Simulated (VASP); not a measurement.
These are PBE GGA, VASP's PBE PAW potentials (set 64) (plane waves; VASP) values and carry that method's errors.

The input files of a VASP run:

**INCAR**
```
SYSTEM = InAs
PREC = Accurate; ENCUT = 350; LREAL = .False.
LASPH = .True.
EDIFF = 1E-6; NELM = 100; ALGO = Normal
LMAXMIX = 4
ISMEAR = 0; SIGMA = 0.05
GGA = PE
LWAVE = .False.; LCHARG = .True.
```

POSCAR:
```
InAs
4.3687260
  0.0000000000   0.7071067136   0.7071067136
  0.7071067136   0.0000000000   0.7071067136
  0.7071067136   0.7071067136   0.0000000000
In As
1 1
Cartesian
  0.0000000000   0.0000000000   0.0000000000
  0.3535533568   0.3535533568   0.3535533568
```

**KPOINTS**
```
Automatic mesh
0
Gamma
7 7 7
0 0 0
```

POTCAR, in this order: In_d As (PBE.64 set). Program: vasp_std.

The run wrote:

File OUTCAR:
```
 ion  position               nearest neighbor table
   1  0.000  0.000  0.000-   2 2.68   2 2.68   2 2.68   2 2.68
   2  0.250  0.250  0.250-   1 2.68   1 2.68   1 2.68   1 2.68
  LATTYP: Found a face centered cubic cell.
 ALAT       =     6.1783109692
 Subroutine PRICEL returns:
 Original cell was already a primitive cell.
 Subroutine GETGRP returns: Found 24 space group operations
The static configuration has the point symmetry T_d .
The dynamic configuration has the point symmetry T_d .
 Subroutine INISYM returns: Found 24 space group operations
 Subroutine IBZKPT returns following result:
 Found     20 irreducible k-points:

 Following reciprocal coordinates:
            Coordinates               Weight
  0.000000  0.000000  0.000000      1.000000
  0.142857  0.000000  0.000000      8.000000
  0.285714  0.000000  0.000000      8.000000
  0.428571  0.000000  0.000000      8.000000
  0.142857  0.142857  0.000000      6.000000
  0.285714  0.142857  0.000000     24.000000
  0.428571  0.142857  0.000000     24.000000
 -0.428571  0.142857  0.000000     24.000000
 -0.285714  0.142857  0.000000     24.000000
 -0.142857  0.142857  0.000000     12.000000
  0.285714  0.285714  0.000000      6.000000
  0.428571  0.285714  0.000000     24.000000
 -0.428571  0.285714  0.000000     24.000000
 -0.285714  0.285714  0.000000     12.000000
  0.428571  0.428571  0.000000      6.000000
 -0.428571  0.428571  0.000000     12.000000
  0.428571  0.285714  0.142857     24.000000
 -0.428571  0.285714  0.142857     48.000000
 -0.428571  0.428571  0.142857     24.000000
 -0.285714  0.428571  0.142857     24.000000
   k-points           NKPTS =     20   k-points in BZ     NKDIM =     20   number of bands    NBANDS=     13
   number of dos      NEDOS =    301   number of ions     NIONS =      2
   total plane-waves  NPLWV =  21952
   dimension x,y,z NGX =    28 NGY =   28 NGZ =   28
...
```

File OSZICAR:
```
       N       E                     dE             d eps       ncg     rms          rms(c)
DAV:   1     0.982193321115E+02    0.98219E+02   -0.68144E+03   525   0.109E+03
DAV:   2    -0.128288957508E+01   -0.99502E+02   -0.97043E+02   565   0.278E+02
DAV:   3    -0.780885255097E+01   -0.65260E+01   -0.64957E+01   655   0.798E+01
DAV:   4    -0.796054273324E+01   -0.15169E+00   -0.15163E+00   592   0.142E+01
DAV:   5    -0.796793630417E+01   -0.73936E-02   -0.73934E-02   733   0.256E+00    0.409E+00
DAV:   6    -0.772792653157E+01    0.24001E+00   -0.43987E-01   752   0.117E+01    0.230E+00
DAV:   7    -0.770825524291E+01    0.19671E-01   -0.12962E-01   766   0.325E+00    0.699E-01
DAV:   8    -0.770939150310E+01   -0.11363E-02   -0.12165E-02   605   0.158E+00    0.171E-01
DAV:   9    -0.771004617216E+01   -0.65467E-03   -0.11840E-03   640   0.437E-01    0.105E-01
DAV:  10    -0.771017821271E+01   -0.13204E-03   -0.17764E-04   636   0.172E-01    0.682E-02
DAV:  11    -0.771022663505E+01   -0.48422E-04   -0.16290E-04   570   0.135E-01    0.539E-02
DAV:  12    -0.771022829252E+01   -0.16575E-05   -0.12193E-05   560   0.291E-02    0.129E-02
DAV:  13    -0.771022858191E+01   -0.28939E-06   -0.23765E-06   635   0.936E-03
   1 F= -.77102286E+01 E0= -.77101161E+01  d E =-.224872E-03
```

**OUTCAR**
```
------------------------ aborting loop because EDIFF is reached ----------------------------------------
  FORCE on cell =-STRESS in cart. coord.  units (eV):
  Direction    XX          YY          ZZ          XY          YZ          ZX
  --------------------------------------------------------------------------------------
  Total        0.0201161      0.0201161      0.0201161     -0.0000000      0.0000000      0.0000000
  in kB        0.5466448      0.5466448      0.5466448     -0.0000000      0.0000000      0.0000000
  external PRESSURE =       0.5466448 kB  Pullay stress =       0.0000000 kB
  volume of cell :       58.96
      direct lattice vectors                 reciprocal lattice vectors
     0.000000000  3.089155485  3.089155485    -0.161856534  0.161856534  0.161856534
     3.089155485  0.000000000  3.089155485     0.161856534 -0.161856534  0.161856534
     3.089155485  3.089155485  0.000000000     0.161856534  0.161856534 -0.161856534
  FREE ENERGIE OF THE ION-ELECTRON SYSTEM (eV)
  ---------------------------------------------------
  free  energy   TOTEN  =        -7.7102285819 eV

  energy  without entropy=       -7.7100037097  energy(sigma->0) =       -7.71011615
```
(Selected blocks of OUTCAR.)

The compound is InAs in the zinc blende structure. It was relaxed first, which changed the volume by +6 %.
